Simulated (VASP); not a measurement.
A run of VASP 6.6.1 is set up as follows.

Contents of INCAR:

```
PREC     = Normal         # precision mode
ENCUT    = 520            # plane-wave cutoff, eV
EDIFF    = 1E-4           # SCF threshold, eV
ISMEAR   = 0              # smearing method
SIGMA    = 0.15           # smearing width, eV
LREAL    = F              # projectors in reciprocal space
LASPH    = T              # aspherical terms in the spheres
NELM     = 60             # most SCF steps
ALGO     = Fast           # electronic algorithm
ISIF     = 3              # what is computed and relaxed
LWAVE    = F              # write WAVECAR
LCHARG   = F              # write CHGCAR
GGA      = PE             # functional
IBRION   = 2              # ionic algorithm
NSW      = 24             # ionic steps
EDIFFG   = -0.08          # ionic threshold
```

Contents of KPOINTS:

```
regular mesh
0
Gamma
  4 4 2
```

The input POSCAR:

```
Ti2SnTe2
1.0
    4.5065755400      0.0000000000      0.0000000000
   -2.2532877700      3.9028089000      0.0000000000
    0.0000000000      0.0000000000      7.3059972700
Ti Sn Te
2 1 2
Direct
    0.0000000000      0.0000000000      0.3530882300
    0.0000000000      0.0000000000      0.6469117700
    0.0000000000      0.0000000000      0.0000000000
    0.3333333300      0.6666666700      0.4507543500
    0.6666666700      0.3333333300      0.5492456500
```

Potentials or basis: VASP PAW PBE potentials, release 64 (Ti_sv, Sn_d, Te).

Run with:

```bash
$ cat potpaw_PBE.64/Ti_sv/POTCAR potpaw_PBE.64/Sn_d/POTCAR potpaw_PBE.64/Te/POTCAR > POTCAR
$ mpirun -np 1 vasp_std > vasp.out
```

(1) Predict the relaxed cell.

(2) Estimate the space group after relaxing (to 0.05 Å).

## Answers

(1) a = 4.709 Å, b = 4.709 Å, c = 8.020 Å, α = 90.00°, β = 90.00°, γ = 120.00°.

(2) P-3m1 (No. 164).

Caveat: the k mesh is coarse (spacing up to 0.43 Å⁻¹), so the values aren't converged.
